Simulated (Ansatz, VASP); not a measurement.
## Al2O3 (Corundum): VASP beside Ansatz

Aim: how closely do two programs agree when they are given the same cell, functional and k mesh? The cell is taken from a series of VASP runs on this material, whose earlier steps may have relaxed, scaled or displaced it; both programs get it as it stands.

Method: plane waves, with VASP 6.6.1 beside it; band structure at LDA and single point at LDA, in Ansatz 0.2.0.

## (1) Set-up

Symmetry: R-3c, No. 167, trigonal system. The conventional cell has a = 4.734 Å, b = 4.734 Å, c = 12.903 Å, α = 90.00°, β = 90.00°, γ = 120.00°. Al has 6 O at 1.85 to 1.96 Å nearest. Nearest to O lie 4 Al at 1.85 to 1.96 Å. Farther neighbours and most contacts between anions are not listed.

## (2) Ansatz: band structure, LDA

Ansatz runs on its default PAW (the set named soft_2) files.

The same path points are solved in both programs, so levels can be compared one by one.

Contents of input.yaml:

```yaml
crystal:
  lattice:
    - [2.3670620062, 1.3666238864, 4.3008486415]
    - [-2.3670620062, 1.3666238864, 4.3008486415]
    - [0.0, -2.7332477729, 4.3008486415]
  atoms:
    - { symbol: Al, position: [0.3519681835, 0.3519681835, 0.3519681835] }
    - { symbol: Al, position: [0.1480318165, 0.1480318165, 0.1480318165] }
    - { symbol: Al, position: [0.6480318165, 0.6480318165, 0.6480318165] }
    - { symbol: Al, position: [0.8519681835, 0.8519681835, 0.8519681835] }
    - { symbol: O, position: [0.5557658886, 0.9442341114, 0.25] }
    - { symbol: O, position: [0.25, 0.5557658886, 0.9442341114] }
    - { symbol: O, position: [0.9442341114, 0.25, 0.5557658886] }
    - { symbol: O, position: [0.4442341114, 0.0557658886, 0.75] }
    - { symbol: O, position: [0.75, 0.4442341114, 0.0557658886] }
    - { symbol: O, position: [0.0557658886, 0.75, 0.4442341114] }
hamiltonian:
  xc: lda
  pseudopotentials: { kind: paw }
kpoints:
  mp_grid: { grid: [6, 6, 6] }
  band_path:
    path:
      - [0.0, 0.0, 0.0]
      - [0.13636, 0.0, 0.0]
      - [0.31818, 0.0, 0.0]
      - [0.5, 0.0, 0.0]
      - [0.5, 0.04254, -0.04254]
      - [0.5, 0.12763, -0.12763]
      - [0.5, 0.21271, -0.21271]
      - [0.74184, 0.5, 0.25816]
      - [0.6451, 0.5, 0.3549]
      - [0.54837, 0.5, 0.45163]
      - [0.5, 0.5, 0.5]
      - [0.31818, 0.31818, 0.31818]
      - [0.13636, 0.13636, 0.13636]
      - [0.0, 0.0, 0.0]
      - [0.10009, 0.0, -0.10009]
      - [0.23354, 0.0, -0.23354]
      - [0.36699, 0.0, -0.36699]
      - [0.60883, 0.39117, 0.0]
      - [0.56046, 0.43954, 0.0]
      - [0.51209, 0.48791, 0.0]
      - [0.51209, 0.51209, 0.02127]
      - [0.56046, 0.56046, 0.10635]
      - [0.60883, 0.60883, 0.19144]
      - [0.63301, 0.63301, 0.23398]
      - [0.58464, 0.58464, 0.33071]
      - [0.53628, 0.53628, 0.42745]
      - [0.5, 0.5, 0.5]
      - [0.57255, 0.10009, 0.10009]
      - [0.66929, 0.23354, 0.23354]
      - [0.76602, 0.36699, 0.36699]
    npoints: 1
scf:
  occupations: { method: gaussian, width: 0.05 }
  n_extra_bands: 11
output:
  forces: true
  stress: true
  eigenvalues: true
  write_density: true
  write_potential: true
  elf: true
  volumetric_format: npy
```

Run with:

```
ansatz run input.yaml --threads 4 --pin off --max-ram 9216MiB --backend cpu --events-out ev --progress --plain --runs-dir out
```

Numbers of over 12 decimals in the logs are rounded to 6 here.

The log of the run:

```text
scf.n_extra_bands = 11 over 24 filled bands (N_el = 48.0): the run solves 35 bands
Engine: ansatz 0.2.0, x86_64-unknown-linux-gnu
Pseudopotentials: kind: paw
Pseudopotential: Al, paw, valence charge 3, recommended cutoff 420 eV (normal), Al.paw.azcp
Pseudopotential: O, paw, valence charge 6, recommended cutoff 420 eV (normal), O.paw.azcp
Functional definition: SPW92
  exchange = slater_x
  correlation = pw_c
Crystal: 10 atoms, lattice volume = 83.476 Å³
Basis set: ecut = 420 eV, 1593 PW (Γ)
Bands: 35, of which v1, the nominal top of the filled ones, is band 24 counted from 1 (23 counted from 0)
Symmetry: 12 space group operations
Space group: R-3c (ITA 167), of the structure as read, at distance tolerance 4.4e-5 Å
k-points: 32 of 216
Non-local potential: Al, projectors of the file, l = 0: 2, l = 1: 2, l = 2: 1
Non-local potential: O, projectors of the file, l = 0: 2, l = 1: 2, l = 2: 1
PAW form: soft (Blöchl's): semilocal exchange-correlation on the pseudo side does not see the compensation charge
PAW frozen core: Al, regenerated for the run's functional, and the local potential with it (the file was generated under x = pbe(κ = 0.804, μ = 0.219515), c = pbe(β = 0.066725))
PAW frozen core: O, regenerated for the run's functional, and the local potential with it (the file was generated under x = pbe(κ = 0.804, μ = 0.219515), c = pbe(β = 0.066725))
PAW one-centre angular grid: Al, 110 points (default); XC on 64 Gauss nodes
PAW one-centre angular grid: O, 110 points (default); XC on 64 Gauss nodes
Initial density: superposition of atomic densities (neutral atoms: chi_scale 0, normalization atom), corrected by the library's trained network
Initial wavefunctions: pseudopotential atomic-orbital guess
Functional: x = slater, c = lda
SCF iter   1: F=—  HF=-5399.923573 eV  |F-HF|=—  |Δ(HF+E_count)|=         —  Δρ=1.74e-2  dr2=2.15e-1  ethr=1.77e-3  ⟨swp⟩=7.5  Hψ=5957  notcnv=0  defer=30
preconditioner: auto → Resta (q_TF=auto, 2.488 Å⁻¹)  ε∞=3.5  [insulator: Δε(μ)=6.254 eV  Ē_g=17.648 eV  σ=0.050 eV  W_gap=1.00  n_scr=20 (ndim 8)  ℏωp=28.2 eV  f_vac=0.000  D(μ)=0.00/eV (n_scr^D=0)  ε∞_Penn≈3.5]
SCF iter   2: F=—  HF=-5399.858127 eV  |F-HF|=—  |Δ(HF+E_count)|=   6.54e-2  Δρ=3.99e-3  dr2=5.20e-3  ethr=4.48e-4  ⟨swp⟩=2.7  Hψ=2194  notcnv=0  defer=154
SCF iter   3: F=—  HF=-5399.856648 eV  |F-HF|=—  |Δ(HF+E_count)|=   1.48e-3  Δρ=1.95e-3  dr2=1.60e-3  ethr=1.08e-5  ⟨swp⟩=1.2  Hψ=1012  notcnv=0  defer=154
SCF iter   4: F=—  HF=-5399.856053 eV  |F-HF|=—  |Δ(HF+E_count)|=   5.95e-4  Δρ=1.27e-4  dr2=8.41e-6  ethr=3.33e-6  ⟨swp⟩=2.0  Hψ=1547  notcnv=0  defer=154
SCF iter   5: F=—  HF=-5399.856053 eV  |F-HF|=—  |Δ(HF+E_count)|=   5.17e-7  Δρ=1.74e-5  dr2=1.69e-7  ethr=1.75e-8  ⟨swp⟩=2.1  Hψ=1631  notcnv=0  defer=154
SCF iter   6: F=-5399.856053 eV  HF=-5399.856053 eV  |F-HF|=1.32e-9  |Δ(HF+E_count)|=  6.24e-10  Δρ=2.20e-6  dr2=4.00e-9  ethr=2.08e-10  ⟨swp⟩=14.2  Hψ=7851  notcnv=0
SCF 1 converged in 6 iterations: F = -5399.856053 eV  dr2 = 4.00e-9
  greatest PAW one-centre occupation: 0.854 electrons in one spin orbital (limit 2), on the O atom at site 9 (counted from 0), in its partial waves of l = 0
NSCF: frozen V_eff on 30 k-points
SCF converged after 6 iterations
Free energy (F): -5399.856053 eV
Harris-Foulkes:  -5399.856053 eV  (|F-HF|=1.32e-9)
Internal energy: -5399.856053 eV  (E = F + TS)
E sigma→0 (E₀):  -5399.856053 eV
Fermi energy:    10.825724 eV
--- Per-component energies (eV) ---
  E_band       = 61.056281
  E_kinetic    = 1179.971012
  E_local      = -1962.329037  (includes V_loc(G=0)·N_el)
  E_nonlocal   = 339.267408
  E_hartree    = 719.906317
  E_xc         = -605.047831
  E_vxc        = -693.220390  (∫ρ·V_xc dr)
  E_paw        = -2661.022852  (= ΣΔE_a)
  E_vpaw       = -242.461126  (= ΣTr[D̂ρ^β])
  E_aug_tail   = 0.015514  (compensation charges beyond the density's cutoff)
  E_ewald      = -2411.420979
  E_core_change = 0.804395  (= ΣΔE_core)
  E_smearing   = -0.000000  (= −TS)
  E_closure    = -0.000000  (closes the sum)
  Σ components = -5399.856053   (vs F -5399.856053, Δ=0.00e0)
--- Forces (eV/Å), atoms counted from 1 ---
  atom   1  Al     0.00000000    -0.00000000     0.01758723
  atom   2  Al     0.00000000     0.00000000    -0.01758723
  atom   3  Al    -0.00000000     0.00000000    -0.01758723
  atom   4  Al     0.00000000    -0.00000000     0.01758723
  atom   5  O      0.00851694     0.00000000    -0.00000000
  atom   6  O     -0.00425847     0.00737589     0.00000000
  atom   7  O     -0.00425847    -0.00737589    -0.00000000
  atom   8  O     -0.00851694     0.00000000    -0.00000000
  atom   9  O      0.00425847    -0.00737589    -0.00000000
  atom  10  O      0.00425847     0.00737589     0.00000000
  max |Σ_I F_I| component: 1.33e-17 eV/Å
--- Stress (GPa, compression-positive) ---
       -0.822000       0.000000       0.000000
        0.000000      -0.822000      -0.000000
        0.000000      -0.000000      -0.640405
  P = ⅓ Tr σ = -0.7615 GPa (-7.615 kbar)
--- Band table (eV; the first three rows and the last of 32) ---
  k-point 0: bands = [... 20 lower, 7.1069, 7.5869, 7.5869, 7.6281, 14.0234, 16.7175, 18.4054, 19.1718, ... 7 higher]
  k-point 1: bands = [... 20 lower, 6.9104, 7.2723, 7.5442, 7.5744, 14.6390, 17.2246, 17.9796, 18.7160, ... 7 higher]
  k-point 2: bands = [... 20 lower, 6.7476, 7.0613, 7.3889, 7.4335, 15.9191, 17.4529, 17.7094, 18.1988, ... 7 higher]
  k-point 31: bands = [... 20 lower, 7.2356, 7.2356, 7.2356, 7.2356, 16.3650, 16.3650, 18.6402, 18.6402, ... 7 higher]
```

Elapsed: 2 s, on 4 threads of Intel Xeon Platinum 8375C at 2.90GHz (Ice Lake), shared host; peak memory 0.46 GiB; 7.1 s of CPU time.

## (3) VASP: band structure, LDA

The same cell, functional (in two slightly different forms), mesh and smearing now go to VASP, with its own data sets and cutoff.

Lines of VASP's logs that name or quote its potential files are left out, and so is its time.

Contents of INCAR:

```
SYSTEM = Al2O3
PREC = Accurate
ENCUT = 520
EDIFF = 1E-06
NELM = 100
ISMEAR = 0
SIGMA = 0.05
LREAL = .FALSE.
ALGO = Normal
GGA = CA
NBANDS = 48
LORBIT = 11
LWAVE = .FALSE.
LCHARG = .FALSE.
KPAR = 8
```

Contents of POSCAR:

```
Al2O3
1.0
    2.3670620062      1.3666238864      4.3008486415
   -2.3670620062      1.3666238864      4.3008486415
    0.0000000000     -2.7332477729      4.3008486415
Al O
4 6
Direct
    0.3519681835      0.3519681835      0.3519681835
    0.1480318165      0.1480318165      0.1480318165
    0.6480318165      0.6480318165      0.6480318165
    0.8519681835      0.8519681835      0.8519681835
    0.5557658886      0.9442341114      0.2500000000
    0.2500000000      0.5557658886      0.9442341114
    0.9442341114      0.2500000000      0.5557658886
    0.4442341114      0.0557658886      0.7500000000
    0.7500000000      0.4442341114      0.0557658886
    0.0557658886      0.7500000000      0.4442341114
```

Contents of KPOINTS:

```
Automatic mesh
0
Gamma
6 6 6
0 0 0
```

Contents of KPOINTS_OPT:

```
Line mode
12
Line-mode
Reciprocal
  0.00000000   0.00000000   0.00000000 GAMMA
  0.50000000   0.00000000   0.00000000 L

  0.50000000   0.00000000   0.00000000 L
  0.50000000   0.23397959  -0.23397959 B1

  0.76602041   0.50000000   0.23397959 B
  0.50000000   0.50000000   0.50000000 Z

  0.50000000   0.50000000   0.50000000 Z
  0.00000000   0.00000000   0.00000000 GAMMA

  0.00000000   0.00000000   0.00000000 GAMMA
  0.36698979   0.00000000  -0.36698979 X

  0.63301021   0.36698979   0.00000000 Q
  0.50000000   0.50000000   0.00000000 F

  0.50000000   0.50000000   0.00000000 F
  0.63301021   0.63301021   0.23397959 P1

  0.63301021   0.63301021   0.23397959 P1
  0.50000000   0.50000000   0.50000000 Z

  0.50000000   0.00000000   0.00000000 L
  0.76602041   0.36698979   0.36698979 P
```

Potentials, in the order of the species: Al and O (LDA family, release 64).

Run with:

```
mpirun -np 8 vasp_std
```

The log of the run:

```text
[banner, memory and clock lines left out]
running    8 mpi-ranks, on    1 nodes
 distrk:  each k-point on    1 cores,    8 groups
 distr:  one band on    1 cores,    1 groups

 POSCAR found type information on POSCAR AlO
 POSCAR found :  2 types and      10 ions
|                                                                             |
|           W    W    AA    RRRRR   N    N  II  N    N   GGGG   !!!           |
|           W    W   A  A   R    R  NN   N  II  NN   N  G    G  !!!           |
|           W    W  A    A  R    R  N N  N  II  N N  N  G       !!!           |
|           W WW W  AAAAAA  RRRRR   N  N N  II  N  N N  G  GGG   !            |
|           WW  WW  A    A  R   R   N   NN  II  N   NN  G    G                |
|           W    W  A    A  R    R  N    N  II  N    N   GGGG   !!!           |
|                                                                             |
|     For optimal performance we recommend to set                             |
|       NCORE = 2 up to number-of-cores-per-socket                            |
|     NCORE specifies how many cores store one orbital (NPAR=cpu/NCORE).      |
|     This setting can greatly improve the performance of VASP for DFT.       |
|     The default, NCORE=1 might be grossly inefficient on modern             |
|     multi-core architectures or massively parallel machines. Do your        |
|     Unfortunately you need to use the default for GW and RPA                |
|     calculations (for HF NCORE is supported but not extensively tested      |
|     yet).                                                                   |
|                                                                             |

 LDA part: xc-table for (Slater(with rela. corr.)+CA(PZ))
 , standard interpolation
 POSCAR, INCAR and KPOINTS ok, starting setup
 FFT: planning ... GRIDC
 FFT: planning ... GRID_SOFT
 FFT: planning ... GRID
 WAVECAR not read
 entering main loop
       N       E                     dE             d eps       ncg     rms          rms(c)
DAV:   1     0.175327091698E+03    0.17533E+03   -0.24155E+04  3072   0.958E+02
DAV:   2    -0.811891856790E+02   -0.25652E+03   -0.24773E+03  3688   0.236E+02
DAV:   3    -0.915131108723E+02   -0.10324E+02   -0.10269E+02  3792   0.431E+01
DAV:   4    -0.915739036175E+02   -0.60793E-01   -0.60784E-01  3472   0.377E+00
DAV:   5    -0.915744315757E+02   -0.52796E-03   -0.52796E-03  3624   0.340E-01    0.177E+01
DAV:   6    -0.833086999343E+02    0.82657E+01   -0.16617E+01  3312   0.207E+01    0.620E+00
DAV:   7    -0.831951917113E+02    0.11351E+00   -0.60592E-01  3512   0.345E+00    0.326E+00
DAV:   8    -0.831095883409E+02    0.85603E-01   -0.66050E-02  3472   0.152E+00    0.684E-01
DAV:   9    -0.831044944017E+02    0.50939E-02   -0.47480E-03  3912   0.359E-01    0.273E-01
DAV:  10    -0.831046033728E+02   -0.10897E-03   -0.38859E-04  3416   0.888E-02    0.619E-02
DAV:  11    -0.831045887113E+02    0.14662E-04   -0.68598E-05  3568   0.440E-02    0.224E-02
DAV:  12    -0.831045884325E+02    0.27888E-06   -0.27120E-06  3472   0.906E-03
   1 F= -.83104588E+02 E0= -.83104588E+02  d E =-.729929E-14
 Start KPOINTS_OPT (optional k-point list driver)
k-point batch [1-32\108]
       N       E                     dE             ncg
DAV:   1     0.759049821238E+04   -0.26666E+05     3072
DAV:   2    -0.164266473955E+03   -0.77548E+04     3688
DAV:   3    -0.492804078271E+03   -0.32854E+03     3816
DAV:   4    -0.494824027927E+03   -0.20199E+01     3528
DAV:   5    -0.494844756756E+03   -0.20729E-01     3664
DAV:   6    -0.494845118624E+03   -0.36187E-03     3584
DAV:   7    -0.494845125936E+03   -0.73115E-05     3264
DAV:   8    -0.494845126262E+03   -0.32583E-06     2696
[...]
k-point batch [97-108\108]
       N       E                     dE             ncg
DAV:   1     0.292719718475E+05   -0.12929E+05     1152
DAV:   2     0.263400026732E+05   -0.29320E+04     1400
DAV:   3     0.262163339875E+05   -0.12367E+03     1400
DAV:   4     0.262155771142E+05   -0.75687E+00     1320
DAV:   5     0.262155693509E+05   -0.77633E-02     1376
DAV:   6     0.262155692153E+05   -0.13562E-03     1344
DAV:   7     0.262155692126E+05   -0.27214E-05     1240
DAV:   8     0.262155692125E+05   -0.11948E-06      960
```

OUTCAR, selected parts (step 3):

```text
ion  position               nearest neighbor table
   1  0.352  0.352  0.352-   9 1.85   8 1.85  10 1.85   7 1.96   6 1.96   5 1.96   2 2.63   3 2.78
                             3 2.78   3 2.78   2 3.20   2 3.20   2 3.20
   2  0.148  0.148  0.148-  10 1.85   8 1.85   9 1.85   6 1.96   7 1.96   5 1.96   1 2.63   4 2.78
                             4 2.78   4 2.78   1 3.20   1 3.20   1 3.20
   3  0.648  0.648  0.648-   6 1.85   5 1.85   7 1.85  10 1.96   9 1.96   8 1.96   4 2.63   1 2.78
                             1 2.78   1 2.78   4 3.20   4 3.20   4 3.20
   4  0.852  0.852  0.852-   7 1.85   5 1.85   6 1.85   9 1.96  10 1.96   8 1.96   3 2.63   2 2.78
                             2 2.78   2 2.78   3 3.20   3 3.20   3 3.20
   5  0.556  0.944  0.250-   3 1.85   4 1.85   1 1.96   2 1.96
   6  0.250  0.556  0.944-   3 1.85   4 1.85   2 1.96   1 1.96
   7  0.944  0.250  0.556-   4 1.85   3 1.85   1 1.96   2 1.96
   8  0.444  0.056  0.750-   1 1.85   2 1.85   3 1.96   4 1.96
   9  0.750  0.444  0.056-   1 1.85   2 1.85   4 1.96   3 1.96
  10  0.056  0.750  0.444-   2 1.85   1 1.85   3 1.96   4 1.96

  LATTYP: Found a trigonal (rhomboedric) cell.
 ALAT       =     5.0958750402
 COS(alpha) =     0.5684692727

 Subroutine GETGRP returns: Found 12 space group operations
 (whereof  6 operations were pure point group operations)

The static configuration has the point symmetry S_6 .
 The point group associated with its full space group is D_3d.

 Found     32 irreducible k-points:

   k-points           NKPTS =     32   k-points in BZ     NKDIM =     32   number of bands    NBANDS=     48

   dimension x,y,z NGX =    40 NGY =   40 NGZ =   40
   dimension x,y,z NGXF=    80 NGYF=   80 NGZF=   80

   ENCUT  =  520.0 eV  38.22 Ry    6.18 a.u.   9.47  9.47  9.47*2*pi/ulx,y,z

   NELECT =      48.0000    total number of electrons

 k-points in reciprocal lattice and weights: Automatic mesh
   0.00000000  0.00000000  0.00000000       0.005
   0.16666667  0.00000000  0.00000000       0.028
   0.33333333  0.00000000  0.00000000       0.028
   0.50000000 -0.00000000  0.00000000       0.014
   0.16666667  0.16666667  0.00000000       0.028
   0.33333333  0.16666667  0.00000000       0.056
   0.50000000  0.16666667  0.00000000       0.056
  -0.33333333  0.16666667 -0.00000000       0.056
  -0.16666667  0.16666667  0.00000000       0.028
[...]
-0.33333333  0.50000000  0.33333333       0.028
   0.50000000  0.50000000  0.50000000       0.005

 average (electrostatic) potential at core
       1 -69.4268       2 -69.4268       3 -69.4268       4 -69.4268       5 -68.0260
       6 -68.0260       7 -68.0260       8 -68.0260       9 -68.0260      10 -68.0260

 E-fermi :   6.2752

 k-point     1 :       0.0000    0.0000    0.0000
  band No.  band energies     occupation
    ...
     20       5.5121      2.00000
     21       5.5121      2.00000
     22       5.9912      2.00000
     23       5.9912      2.00000
     24       6.0323      2.00000
     25      12.4363      0.00000
     26      15.0985      0.00000
     27      16.7909      0.00000
     28      17.5560      0.00000
     29      17.5560      0.00000
    ...

 k-point     2 :       0.1667    0.0000    0.0000
  band No.  band energies     occupation
    ...
     20       5.1374      2.00000
     21       5.3146      2.00000
     22       5.6783      2.00000
     23       5.9494      2.00000
     24       5.9800      2.00000
     25      13.0519      0.00000
     26      15.6091      0.00000
     27      16.3643      0.00000
     28      17.1134      0.00000
     29      17.3006      0.00000
    ...

 k-point     3 :       0.3333    0.0000    0.0000
  band No.  band energies     occupation
    ...
     20       4.6451      2.00000
     21       5.1512      2.00000
     22       5.4670      2.00000
     23       5.7942      2.00000
     24       5.8394      2.00000
     25      14.3310      0.00000
     26      15.8371      0.00000
     27      16.1004      0.00000
     28      16.6002      0.00000
     29      16.8705      0.00000
    ...

  Total        0.0444920      0.0444920      0.0243062      0.0000000     -0.0000000      0.0000000
  in kB        0.8539426      0.8539426      0.4665133      0.0000000     -0.0000000      0.0000000
  external PRESSURE =       0.7247995 kB  Pullay stress =       0.0000000 kB

  energy-cutoff  :      520.00
  volume of cell :       83.48
      direct lattice vectors                 reciprocal lattice vectors
     2.367062006  1.366623886  4.300848642     0.211232320  0.121955037  0.077504084
    -2.367062006  1.366623886  4.300848642    -0.211232320  0.121955037  0.077504084
     0.000000000 -2.733247773  4.300848642     0.000000000 -0.243910074  0.077504084

 POSITION                                       TOTAL-FORCE (eV/Angst)
 -----------------------------------------------------------------------------------
      0.00000     -0.00000      4.54129        -0.000000     -0.000000      0.006476
      0.00000     -0.00000      1.90999        -0.000000      0.000000     -0.006476
      0.00000     -0.00000      8.36126        -0.000000      0.000000     -0.006476
      0.00000     -0.00000     10.99256        -0.000000     -0.000000      0.006476
     -0.91953      1.36662      7.52649         0.000394      0.000000      0.000000
     -0.72377     -1.47965      7.52649        -0.000197      0.000341     -0.000000
      1.64330      0.11302      7.52649        -0.000197     -0.000341     -0.000000
      0.91953     -1.36662      5.37606        -0.000394      0.000000      0.000000
      0.72377      1.47965      5.37606         0.000197     -0.000341     -0.000000
     -1.64330     -0.11302      5.37606         0.000197      0.000341     -0.000000
 -----------------------------------------------------------------------------------
    total drift:                                0.000000      0.000000     -0.000000

  FREE ENERGIE OF THE ION-ELECTRON SYSTEM (eV)
  ---------------------------------------------------
  free  energy   TOTEN  =       -83.1045884325 eV

  energy  without entropy=      -83.1045884325  energy(sigma->0) =      -83.10458843

 total charge
# of ion       s       p       d       tot
------------------------------------------
    1        0.321   0.425   0.000   0.746
    2        0.321   0.425   0.000   0.746
    3        0.321   0.425   0.000   0.746
    4        0.321   0.425   0.000   0.746
    5        1.537   3.637   0.000   5.173
    6        1.537   3.637   0.000   5.173
    7        1.537   3.637   0.000   5.173
    8        1.537   3.637   0.000   5.173
    9        1.537   3.637   0.000   5.173
   10        1.537   3.637   0.000   5.173
--------------------------------------------------
tot         10.504  23.519   0.000  34.023

[... 3 further parts left out ...]
```

The run ends at a pressure of 0.07 GPa, with forces up to 0.0065 eV/Å.

[end of part 1 of 2]

[Lines on the potential files, build, host, timing and source positions are cut from VASP's logs without a mark.]

[Logs are printed without paths, hosts, clocks, repeated set-up lines and the standing remarks that a program may print on its own settings, such as how far it seeks lower states.]

[Hosts, paths, dates, database ids (printed as entryN), source tags and the programs' standing remarks are cut or masked in the printed files.]
